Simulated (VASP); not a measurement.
All values below come from PBE GGA + U (Dudarev), VASP's PBE PAW potentials (set 64) (plane waves; VASP).

Input for VASP

File KPOINTS:
```
Automatic mesh
0
Gamma
13 13 13
0 0 0
```

### INCAR
```
SYSTEM = TiC
PREC = Accurate
ENCUT = 520
EDIFF = 1E-6
NELM = 100
ALGO = Normal
LREAL = .FALSE.
LASPH = .TRUE.
ISMEAR = 1
SIGMA = 0.1
GGA = PE
LMAXMIX = 4
LWAVE = .FALSE.
LCHARG = .FALSE.
ISIF = 2
LDAU = .TRUE.
LDAUTYPE = 2
LDAUL = 2 -1
LDAUU = 1.0 0
LDAUJ = 0 0
LDAUPRINT = 1
LORBIT = 10
```

### POSCAR
```
TiC
4.330
  0.0000000000   0.5000000000   0.5000000000
  0.5000000000   0.0000000000   0.5000000000
  0.5000000000   0.5000000000   0.0000000000
Ti C
1 1
direct
  0.0000000000   0.0000000000   0.0000000000
  0.5000000000   0.5000000000   0.5000000000
```

POTCAR, in this order: Ti_sv C (PBE.64 set). Program: vasp_std.

The resulting files:

File OSZICAR:
```
       N       E                     dE             d eps       ncg     rms          rms(c)
DAV:   1     0.116217713376E+03    0.11622E+03   -0.84898E+03  2016   0.160E+03
DAV:   2    -0.137806311566E+02   -0.13000E+03   -0.12387E+03  2108   0.377E+02
DAV:   3    -0.233474362928E+02   -0.95668E+01   -0.91713E+01  2640   0.973E+01
DAV:   4    -0.238056565527E+02   -0.45822E+00   -0.45776E+00  2688   0.203E+01
DAV:   5    -0.238173046377E+02   -0.11648E-01   -0.11647E-01  2724   0.294E+00    0.187E+01
DAV:   6    -0.185036989290E+02    0.53136E+01   -0.32712E+01  2416   0.712E+01    0.691E+00
DAV:   7    -0.179754122401E+02    0.52829E+00   -0.44174E+00  2436   0.272E+01    0.476E+00
DAV:   8    -0.179441330104E+02    0.31279E-01   -0.14195E-01  2160   0.507E+00    0.285E+00
DAV:   9    -0.179512881313E+02   -0.71551E-02   -0.16114E-01  2304   0.496E+00    0.903E-01
DAV:  10    -0.179471638392E+02    0.41243E-02   -0.18434E-02  2832   0.201E+00    0.606E-01
DAV:  11    -0.179454301716E+02    0.17337E-02   -0.71205E-03  2192   0.129E+00    0.120E-01
DAV:  12    -0.179454281740E+02    0.19976E-05   -0.42922E-04  2252   0.287E-01    0.391E-02
DAV:  13    -0.179454141336E+02    0.14040E-04   -0.31207E-05  2964   0.832E-02    0.148E-02
DAV:  14    -0.179454125994E+02    0.15342E-05   -0.33024E-06  2156   0.156E-02    0.254E-03
DAV:  15    -0.179454124888E+02    0.11056E-06   -0.25038E-07  1120   0.747E-03
   1 F= -.17945412E+02 E0= -.17945355E+02  d E =-.173366E-03
```

### OUTCAR
```
------------------------ aborting loop because EDIFF is reached ----------------------------------------
  FORCE on cell =-STRESS in cart. coord.  units (eV):
  Direction    XX          YY          ZZ          XY          YZ          ZX
  --------------------------------------------------------------------------------------
  Total        0.4459034      0.4459034      0.4459034     -0.0000000      0.0000000      0.0000000
  in kB       35.2004048     35.2004048     35.2004048     -0.0000000      0.0000000      0.0000000
  external PRESSURE =      35.2004048 kB  Pullay stress =       0.0000000 kB
  volume of cell :       20.30
      direct lattice vectors                 reciprocal lattice vectors
     0.000000000  2.165000000  2.165000000    -0.230946882  0.230946882  0.230946882
     2.165000000  0.000000000  2.165000000     0.230946882 -0.230946882  0.230946882
     2.165000000  2.165000000  0.000000000     0.230946882  0.230946882 -0.230946882
 POSITION                                       TOTAL-FORCE (eV/Angst)
 -----------------------------------------------------------------------------------
      0.00000      0.00000      0.00000        -0.000000     -0.000000     -0.000000
      2.16500      2.16500      2.16500         0.000000      0.000000      0.000000
 -----------------------------------------------------------------------------------
    total drift:                                0.000000     -0.000000     -0.000000
  FREE ENERGIE OF THE ION-ELECTRON SYSTEM (eV)
  ---------------------------------------------------
  free  energy   TOTEN  =       -17.9454124888 eV

  energy  without entropy=      -17.9452391225  energy(sigma->0) =      -17.94535470

 total charge

# of ion       s       p       d       tot
------------------------------------------
    1        2.202   6.253   1.915  10.371
    2        0.895   1.516   0.000   2.410
--------------------------------------------------
tot          3.097   7.769   1.915  12.781
```
(Selected blocks of OUTCAR.)

The compound is TiC in the rock salt structure. The cell was not relaxed at this level. The run is one of a series of settings (LDAU = .TRUE., LDAUJ = 0 0, LDAUL = 2 -1, LDAUTYPE = 2, LDAUU = 1.0 0 against the base run), some of them coarse on purpose.
